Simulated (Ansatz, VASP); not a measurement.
# PtSe2 in two plane-wave programs

One calculation is typed for both programs; each brings its own data sets. How far apart do they land? The two relaxations start from unlike cells of this crystal (the structure described is Ansatz's start), so only their ends are compared.

Main program and level: Ansatz 0.2.0; plane waves, with VASP 6.6.1 beside it; relaxation of cell and atoms at PBE.

### 1. Set-up

Symmetry: P-3m1, No. 164, trigonal system. Conventional cell: a = 3.728 Å, b = 3.728 Å, c = 5.031 Å, α = 90.00°, β = 90.00°, γ = 120.00°. Nearest to Pt lie 6 Se at 2.51 Å. Nearest to Se lie 3 Pt at 2.51 Å. Farther neighbours and most contacts between anions are not listed.

### 2. Ansatz: relaxation of cell and atoms, PBE

Ansatz runs on its default PAW (the set named soft_2) files.

The relaxed volume is the usual yardstick between codes: in a stiff, nearly cubic crystal its relative difference is about their pressure difference at one cell divided by the bulk modulus.

input.yaml reads:

```yaml
crystal:
  lattice:
    - [3.7278, 0.0, 0.0]
    - [-1.8639, 3.2283695002, 0.0]
    - [0.0, 0.0, 5.0313]
  atoms:
    - { symbol: Pt, position: [0.0, 0.0, 0.0] }
    - { symbol: Se, position: [0.3333333333, 0.6666666667, 0.255] }
    - { symbol: Se, position: [0.6666666667, 0.3333333333, 0.745] }
kpoints:
  mp_grid: { grid: [12, 12, 8] }
hamiltonian:
  xc: pbe
scf:
  occupations: { method: gaussian, width: 0.1 }
output:
  forces: true
  stress: true
  eigenvalues: true
relax:
  adjacent_minimum: "off"
  f_tol: 0.005
  max_steps: 60
  cell: { stress_tol: 0.03 }
```

Started as:

```console
ansatz run input.yaml --threads 4 --pin off --max-ram 8192MiB --backend cpu --events-out ev --progress --plain --runs-dir out
```

Numbers of over 12 decimals in the logs are rounded to 6 here.

Output:

```text
Engine: ansatz 0.2.0, aarch64-unknown-linux-gnu
Pseudopotentials: kind: paw
Pseudopotential: Pt, paw, valence charge 18, recommended cutoff 420 eV (normal), Pt.paw.azcp
Pseudopotential: Se, paw, valence charge 16, recommended cutoff 420 eV (normal), Se.paw.azcp
Functional definition: PBE
  parameter kappa = 0.804
  parameter beta = 0.066725
  exchange = pbe_x(kappa = kappa, mu = beta*pi^2/3)
  correlation = pbe_c(beta = beta)
Crystal: 3 atoms, lattice volume = 60.550 Å³
Basis set: ecut = 420 eV, 1181 PW (Γ), exchange–correlation on 50×50×72 points (8 copies of the dense FFT grid, shifted against one another)
Bands: 30, of which v1, the nominal top of the filled ones, is band 25 counted from 1 (24 counted from 0)
Symmetry: 12 space group operations
Space group: P-3m1 (ITA 164), of the structure as read, at distance tolerance 3.9e-5 Å
k-points: 131 of 1152
Non-local potential: Pt, projectors of the file, l = 0: 3, l = 1: 2, l = 2: 2, l = 3: 1
Non-local potential: Se, projectors of the file, l = 0: 2, l = 1: 2, l = 2: 3, l = 3: 1
PAW form: soft (Blöchl's): semilocal exchange-correlation on the pseudo side does not see the compensation charge
PAW one-centre angular grid: Pt, 590 points (default); XC on 64 Gauss nodes
PAW one-centre angular grid: Se, 590 points (default); XC on 64 Gauss nodes
Initial density: superposition of atomic densities (neutral atoms: chi_scale 0, normalization atom), corrected by the library's trained network
Initial wavefunctions: pseudopotential atomic-orbital guess
Functional: x = pbe(κ = 0.804, μ = 0.219515), c = pbe(β = 0.066725)
SCF iter   1: F=—  HF=-23462.268387 eV  |F-HF|=—  |Δ(HF+E_count)|=         —  Δρ=2.94e-3  dr2=4.09e-3  ethr=1.77e-3  ⟨swp⟩=5.4  Hψ=15031  notcnv=0
preconditioner: auto → LDOS  [metal: Δε(μ)=0.016 eV  Ē_g=10.132 eV  σ=0.100 eV  W_gap=0.09  n_scr=22 (ndim 8)  ℏωp=22.4 eV  f_vac=0.032  D(μ)=0.73/eV (n_scr^D=2)  β→1.0]
SCF iter   2: F=—  HF=-23462.270254 eV  |F-HF|=—  |Δ(HF+E_count)|=   1.87e-3  Δρ=1.30e-3  dr2=1.45e-3  ethr=8.18e-6  ⟨swp⟩=2.0  Hψ=6421  notcnv=0
SCF iter   3: F=—  HF=-23462.269980 eV  |F-HF|=—  |Δ(HF+E_count)|=   2.74e-4  Δρ=2.49e-4  dr2=3.45e-5  ethr=2.90e-6  ⟨swp⟩=2.0  Hψ=4970  notcnv=0
SCF iter   4: F=—  HF=-23462.269966 eV  |F-HF|=—  |Δ(HF+E_count)|=   1.38e-5  Δρ=3.68e-5  dr2=9.32e-7  ethr=6.91e-8  ⟨swp⟩=2.0  Hψ=6977  notcnv=0
SCF iter   5: F=—  HF=-23462.269966 eV  |F-HF|=—  |Δ(HF+E_count)|=   3.31e-7  Δρ=1.19e-5  dr2=2.11e-7  ethr=1.86e-9  ⟨swp⟩=3.0  Hψ=7162  notcnv=0
SCF iter   6: F=-23462.269966 eV  HF=-23462.269966 eV  |F-HF|=3.75e-9  |Δ(HF+E_count)|=   3.00e-8  Δρ=2.80e-6  dr2=3.21e-9  ethr=2.00e-10  ⟨swp⟩=6.6  Hψ=16060  notcnv=0
SCF 1 converged in 6 iterations: F = -23462.269966 eV  dr2 = 3.21e-9
  greatest PAW one-centre occupation: 1.000 electrons in one spin orbital (limit 2), on the Pt atom at site 0 (counted from 0), in its partial waves of l = 0
relax step   1: F+E_penalty+E_count = -23462.26996646 eV  Δ(F+E_penalty+E_count) = +0.000e0 eV  max|allowed force component| = 3.172e-1 eV/Å  Δτ_max = 0.0000 Å  P = +6.032 GPa  Ω = 60.550 Å³  (6 SCF iters, dr2 threshold 1.00e-7 eV, accepted)
[...]
relax step  18: F+E_penalty+E_count = -23462.36939939 eV  Δ(F+E_penalty+E_count) = -2.101e-5 eV  max|allowed force component| = 9.945e-4 eV/Å  Δτ_max = 0.0005 Å  P = +0.012 GPa  Ω = 79.354 Å³  energy of the carried Pulay correction = -5.121e-4 eV  (4 SCF iters, dr2 threshold 3.29e-8 eV, accepted)
[...]
relax step  19: F+E_penalty+E_count = -23462.36937732 eV  Δ(F+E_penalty+E_count) = +2.207e-5 eV  max|allowed force component| = 1.277e-4 eV/Å  Δτ_max = 0.0015 Å  P = +0.002 GPa  Ω = 79.477 Å³  energy of the carried Pulay correction = -5.360e-4 eV  (9 SCF iters, accepted)
[...]
relax step  20: F+E_penalty+E_count = -23462.36982305 eV  Δ(F+E_penalty+E_count) = -4.457e-4 eV  max|allowed force component| = 3.831e-5 eV/Å  Δτ_max = 0.0000 Å  P = -0.008 GPa  Ω = 79.477 Å³  stress off target by 8.42e-3 GPa  SCF on the basis re-selected at this cell (its energy is not comparable with the rows above)  (9 SCF iters)
basis re-selected at this cell: Δ(F+E_penalty+E_count) = -4.457e-4 eV, ΔP = -0.010 GPa vs the last step (what re-selecting the basis moved, of the pressure what is left beyond the Pulay correction that the steps carried, after the strain that the cell walked since its last selection, with what the two solves' SCF thresholds leave and, on support functions, any second-order correction that the steps lacked; it is no m [...]
SCF converged after 9 iterations
Free energy (F): -23462.369823 eV
Harris-Foulkes:  -23462.369823 eV  (|F-HF|=7.28e-12)
Internal energy: -23462.369823 eV  (E = F + TS)
E sigma→0 (E₀):  -23462.369823 eV
Fermi energy:    8.658082 eV
--- Per-component energies (eV) ---
  E_band       = -1162.823414
  E_kinetic    = 872.293292
  E_local      = -9303.969074  (includes V_loc(G=0)·N_el)
  E_nonlocal   = -990.839205
  E_hartree    = 4305.443002
  E_xc         = -469.399060
  E_vxc        = -498.103577  (∫ρ·V_xc dr)
  E_paw        = -13277.750190  (= ΣΔE_a)
  E_vpaw       = 146.910220  (= ΣTr[D̂ρ^β])
  E_aug_tail   = -0.001006  (compensation charges beyond the density's cutoff)
  E_ewald      = -4598.147582
  E_smearing   = -0.000000  (= −TS)
  E_closure    = -0.000000  (closes the sum)
  Σ components = -23462.369823   (vs F -23462.369823, Δ=0.00e0)
--- Forces (eV/Å), atoms counted from 1 ---
  atom   1  Pt     0.00000000     0.00000000     0.00000000
  atom   2  Se     0.00000000     0.00000000     0.00003831
  atom   3  Se    -0.00000000    -0.00000000    -0.00003831
  max |Σ_I F_I| component: 2.31e-18 eV/Å
--- Stress (GPa, compression-positive) ---
       -0.008415       0.000000       0.000000
        0.000000      -0.008415       0.000000
        0.000000       0.000000      -0.006186
  P = ⅓ Tr σ = -0.0077 GPa (-0.077 kbar)
--- Band table (eV; the first three rows and the last of 131) ---
  k-point 0: bands = [... 21 lower, 6.6209, 7.9498, 7.9498, 7.9936, 10.8570, 10.8570, 12.3905, 13.4239, ... 1 higher]
  k-point 1: bands = [... 21 lower, 6.6306, 7.8541, 7.9455, 7.9455, 10.8670, 10.8670, 12.5791, 13.4465, ... 1 higher]
  k-point 2: bands = [... 21 lower, 6.6647, 7.5254, 7.9353, 7.9353, 10.8911, 10.8911, 13.0405, 13.5166, ... 1 higher]
  k-point 130: bands = [... 21 lower, 5.4972, 5.7089, 6.9342, 6.9342, 9.9937, 9.9937, 14.5169, 15.5393, ... 1 higher]
--- Relaxed structure (17 steps of the walk, 17 accepted, 3 SCFs on fresh bases) ---
  F+E_penalty+E_count = -23462.36982305 eV   max|allowed force component| = 3.831e-5 eV/Å   (the final SCF, on the basis selected at the relaxed cell)
  cell:  # Å, volume = 79.4766 Å³
    - [3.751487, 0, 8.343680402612616e-17]
    - [-1.875743, 3.248883, -4.1718402013063053e-17]
    - [1.1261215518494689e-16, 0, 6.520811]
  atoms:
    - { symbol: Pt, position: [0, 0, -1.4366097198013823e-19] }
    - { symbol: Se, position: [0.333333, 0.666667, 0.200396] }
    - { symbol: Se, position: [0.666667, 0.333333, 0.799604] }
```

Reading the cycles: dr2 is the Hartree energy of the density residual (eV), the measure of convergence; HF is the Harris–Foulkes estimate of the energy, which meets the free energy F at convergence.

### 3. VASP: relaxation of cell and atoms, PBE

Its own start cell and the same functional, mesh and smearing now go to VASP, with its own data sets.

Lines of VASP's logs that name or quote its potential files are left out, and so is its time.

INCAR reads:

```
SYSTEM = PtSe2
PREC = Accurate
ENCUT = 500
EDIFF = 1E-07
NELM = 120
ISMEAR = 0
SIGMA = 0.1
LREAL = .FALSE.
ALGO = Normal
GGA = PE
NBANDS = 17
LASPH = .TRUE.
LORBIT = 11
LWAVE = .FALSE.
LCHARG = .FALSE.
ISIF = 3
IBRION = 2
NSW = 80
EDIFFG = -0.005
GGA_COMPAT = .FALSE.
NELMIN = 4
EFERMI = MIDGAP
KPAR = 2
```

POSCAR reads:

```
PtSe2
1.0
    3.7550500245      0.0000000000      0.0000000000
   -1.8775250123      3.2519692226      0.0000000000
    0.0000000000      0.0000000000      6.1558935132
Pt Se
1 2
Direct
    0.0000000000      0.0000000000      0.0000000000
    0.3333332301      0.6666664602      0.2119426774
    0.6666666150      0.3333332301      0.7880571238
```

KPOINTS reads:

```
Automatic mesh
0
Gamma
12 12 8
0 0 0
```

Potentials, in the order of the species: Pt and Se (PBE family, release 64).

Started as:

```console
mpirun -np 2 vasp_std
```

Output:

```text
[banner, memory and clock lines left out]
running    2 mpi-ranks, on    1 nodes
 distrk:  each k-point on    1 cores,    2 groups
 distr:  one band on    1 cores,    1 groups

 POSCAR found type information on POSCAR PtSe
 POSCAR found :  2 types and       3 ions
 LDA part: xc-table for (Slater+PW92), standard interpolation
 POSCAR, INCAR and KPOINTS ok, starting setup
 FFT: planning ... GRIDC
 FFT: planning ... GRID_SOFT
 FFT: planning ... GRID
 WAVECAR not read
 entering main loop
       N       E                     dE             d eps       ncg     rms          rms(c)
DAV:   1     0.112124148880E+03    0.11212E+03   -0.95873E+03  4502   0.108E+03
DAV:   2    -0.970910970484E+01   -0.12183E+03   -0.11796E+03  5558   0.208E+02
DAV:   3    -0.150982329470E+02   -0.53891E+01   -0.53599E+01  5558   0.457E+01
DAV:   4    -0.151468469375E+02   -0.48614E-01   -0.48597E-01  5615   0.465E+00
DAV:   5    -0.151475369740E+02   -0.69004E-03   -0.69000E-03  5781   0.523E-01    0.119E+01
DAV:   6    -0.145305304373E+02    0.61701E+00   -0.45835E+00  4560   0.204E+01    0.683E+00
DAV:   7    -0.143191496045E+02    0.21138E+00   -0.91444E-01  4565   0.954E+00    0.349E+00
DAV:   8    -0.143042363436E+02    0.14913E-01   -0.61874E-02  5253   0.169E+00    0.781E-01
DAV:   9    -0.143010009477E+02    0.32354E-02   -0.10150E-02  5062   0.102E+00    0.200E-01
DAV:  10    -0.143013215865E+02   -0.32064E-03   -0.18003E-03  5149   0.260E-01    0.517E-02
DAV:  11    -0.143013336172E+02   -0.12031E-04   -0.70526E-05  5936   0.728E-02    0.297E-02
DAV:  12    -0.143013393161E+02   -0.56989E-05   -0.20967E-05  4700   0.321E-02    0.446E-03
DAV:  13    -0.143013399201E+02   -0.60399E-06   -0.22728E-06  6138   0.976E-03    0.180E-03
DAV:  14    -0.143013402054E+02   -0.28530E-06   -0.25519E-07  4545   0.336E-03    0.101E-03
DAV:  15    -0.143013403193E+02   -0.11387E-06   -0.43994E-08  4386   0.139E-03    0.256E-04
DAV:  16    -0.143013403308E+02   -0.11507E-07   -0.60940E-09  2639   0.678E-04
   1 F= -.14301340E+02 E0= -.14301340E+02  d E =-.143013E+02
[... from here on, the cycles between the ionic steps are left out ...]
   2 F= -.14301362E+02 E0= -.14301362E+02  d E =-.220575E-04
   3 F= -.14301404E+02 E0= -.14301404E+02  d E =-.635739E-04
  13 F= -.14301753E+02 E0= -.14301753E+02  d E =-.294297E-03
  14 F= -.14301998E+02 E0= -.14301998E+02  d E =-.538573E-03
  15 F= -.14302292E+02 E0= -.14302292E+02  d E =-.832669E-03
  16 F= -.14302138E+02 E0= -.14302138E+02  d E =-.678688E-03
  17 F= -.14302324E+02 E0= -.14302324E+02  d E =-.864550E-03
  18 F= -.14302314E+02 E0= -.14302314E+02  d E =0.101514E-04
  19 F= -.14302367E+02 E0= -.14302367E+02  d E =-.429640E-04
  20 F= -.14302367E+02 E0= -.14302367E+02  d E =-.429656E-04
 curvature:  -3.24 expect dE=-0.183E-03 dE for cont linesearch -0.708E-08
 trial: gam= 0.21369 g(F)=  0.639E-05 g(S)=  0.500E-04 ort =-0.232E-05 (trialstep = 0.899E+00)
 search vector abs. value=  0.168E-03
 bond charge predicted
       N       E                     dE             d eps       ncg     rms          rms(c)
DAV:   1    -0.143026929610E+02   -0.32627E-03   -0.12584E-02  4463   0.717E-01    0.902E-02
DAV:   2    -0.143024687207E+02    0.22424E-03   -0.87961E-04  4689   0.272E-01    0.450E-02
DAV:   3    -0.143024199733E+02    0.48747E-04   -0.86502E-05  5215   0.909E-02    0.198E-02
DAV:   4    -0.143024030029E+02    0.16970E-04   -0.68165E-05  4678   0.471E-02    0.953E-03
DAV:   5    -0.143024034385E+02   -0.43554E-06   -0.43244E-06  4830   0.132E-02    0.381E-03
DAV:   6    -0.143024035043E+02   -0.65888E-07   -0.59523E-07  5356   0.666E-03
  21 F= -.14302404E+02 E0= -.14302404E+02  d E =-.368210E-04
 trial-energy change:   -0.000037  1 .order   -0.000038   -0.000050   -0.000026
 step:   1.8446(harm=  1.8446)  dis= 0.00095  next Energy=   -14.302418 (dE=-0.515E-04)
 reached required accuracy - stopping structural energy minimisation
```

From OUTCAR (step 3):

```text
ion  position               nearest neighbor table
   1  0.000  0.000  0.000-   2 2.53   2 2.53   2 2.53   3 2.53   3 2.53   3 2.53
   2  0.333  0.667  0.212-   1 2.53   1 2.53   1 2.53
   3  0.667  0.333  0.788-   1 2.53   1 2.53   1 2.53

  LATTYP: Found a hexagonal cell.
 ALAT       =     3.7550500245
 C/A-ratio  =     1.6393639161

 Subroutine GETGRP returns: Found 12 space group operations
 (whereof 12 operations were pure point group operations)

The static configuration has the point symmetry D_3d.

 Found    131 irreducible k-points:

   k-points           NKPTS =    131   k-points in BZ     NKDIM =    131   number of bands    NBANDS=     17

   dimension x,y,z NGX =    28 NGY =   28 NGZ =   48
   dimension x,y,z NGXF=    56 NGYF=   56 NGZF=   96

   ENCUT  =  500.0 eV  36.75 Ry    6.06 a.u.   6.85  6.85 11.22*2*pi/ulx,y,z

   NELECT =      22.0000    total number of electrons

 k-points in reciprocal lattice and weights: Automatic mesh
   0.00000000  0.00000000  0.00000000       0.001
   0.08333333 -0.00000000  0.00000000       0.005
   0.16666667 -0.00000000  0.00000000       0.005
   0.25000000  0.00000000  0.00000000       0.005
   0.33333333  0.00000000  0.00000000       0.005
   0.41666667  0.00000000  0.00000000       0.005
   0.50000000  0.00000000  0.00000000       0.003
   0.08333333  0.08333333  0.00000000       0.005
   0.16666667  0.08333333  0.00000000       0.010
[...]
0.33333333  0.25000000  0.50000000       0.010
   0.33333333  0.33333333  0.50000000       0.002

 average (electrostatic) potential at core
       1 -71.2032       2 -55.1876       3 -55.1877

 E-fermi :   3.5693

 k-point     1 :       0.0000    0.0000    0.0000
  band No.  band energies     occupation
    ...
      7       0.0875      2.00000
      8       1.5203      2.00000
      9       2.8584      2.00000
     10       2.8584      2.00000
     11       2.9470      2.00000
     12       5.7536      0.00000
     13       5.7536      0.00000
     14       7.3182      0.00000
     15       8.3180      0.00000
     16      11.2314      0.00000
    ...

 k-point     2 :       0.0833   -0.0000    0.0000
  band No.  band energies     occupation
    ...
      7       0.0333      2.00000
      8       1.3301      2.00000
      9       2.7149      2.00000
     10       2.8545      2.00000
     11       3.0418      2.00000
     12       5.2950      0.00000
     13       5.6572      0.00000
     14       7.7216      0.00000
     15       8.8020      0.00000
     16      10.7606      0.00000
    ...

 k-point     3 :       0.1667   -0.0000    0.0000
  band No.  band energies     occupation
    ...
      7      -0.0798      2.00000
      8       0.9323      2.00000
      9       2.4842      2.00000
     10       2.7646      2.00000
     11       3.1417      2.00000
     12       4.5869      0.00000
     13       5.4924      0.00000
     14       8.6173      0.00000
     15       9.1628      0.00000
     16      10.5413      0.00000
    ...

  Total       -0.0141885     -0.0141885      0.0134018      0.0000000      0.0000000      0.0000000
  in kB       -0.2892501     -0.2892502      0.2732116      0.0000000      0.0000000      0.0000000
  external PRESSURE =      -0.1017629 kB  Pullay stress =       0.0000000 kB

  energy-cutoff  :      500.00
  volume of cell :       78.59
      direct lattice vectors                 reciprocal lattice vectors
     3.752546208  0.000000000  0.000000000     0.266485726  0.153855582 -0.000000000
    -1.876273104  3.249800853  0.000000000    -0.000000000  0.307711163 -0.000000000
    -0.000000000  0.000000000  6.444522086    -0.000000000 -0.000000000  0.155170544

 POSITION                                       TOTAL-FORCE (eV/Angst)
 -----------------------------------------------------------------------------------
      0.00000      0.00000      0.00000        -0.000000     -0.000000      0.000000
     -0.00000      2.16653      1.30557        -0.000000      0.000000      0.003906
      1.87627      1.08327      5.13895         0.000000     -0.000000     -0.003906
 -----------------------------------------------------------------------------------
    total drift:                                0.000000      0.000328      0.000532

  FREE ENERGIE OF THE ION-ELECTRON SYSTEM (eV)
  ---------------------------------------------------
  free  energy   TOTEN  =       -14.3024035043 eV

  energy  without entropy=      -14.3024035043  energy(sigma->0) =      -14.30240350

 reached required accuracy - stopping structural energy minimisation

 total charge
# of ion       s       p       d       tot
------------------------------------------
    1        0.669   0.680   7.984   9.333
    2        1.478   2.238   0.055   3.771
    3        1.478   2.238   0.055   3.771
--------------------------------------------------
tot          3.625   5.156   8.094  16.875

[... 3 further parts left out ...]
```

### 4. Differences

Known differences besides the potentials themselves: the data sets hold 50 valence electrons in Ansatz (on its default PAW (the set named soft_2) files) and 22 in VASP; the cutoff is 420 eV in Ansatz and 500 eV in VASP; Ansatz adds a Pulay correction to the stress that steers its cell, VASP none. Total energies have different zeros and are not compared.

The two programs side by side:

```csv
quantity,Ansatz,VASP,difference
volume (Å³),79.48,78.59,+1.13 %
"edge a after relaxation, in the typed setting (Å)",3.752,3.752,-0.03 %
"edge c after relaxation, in the typed setting (Å)",6.521,6.444,+1.18 %
```

### 5. What came out

```
difference in edge c after relaxation, in the typed setting (relaxation of cell and atoms, PBE) : 1.2 %
```

The difference in edge c after relaxation, in the typed setting is 1.2 % (relaxation of cell and atoms, PBE), at about the 1.2 % picked in this series as the mark of a large difference, as far as the stopping tolerances let one tell. The data sets hold unlike numbers of valence electrons (50 in Ansatz and 22 in VASP), so part of the differences comes from the potentials. How closely two codes agree says nothing of how well the functional describes the real material.

[Lines on the potential files, build, host, timing and source positions are cut from VASP's logs without a mark.]

[Logs are printed without paths, hosts, clocks, repeated set-up lines and the standing remarks that a program may print on its own settings, such as how far it seeks lower states.]

[Hosts, paths, dates, database ids (printed as entryN), source tags and the programs' standing remarks are cut or masked in the printed files.]
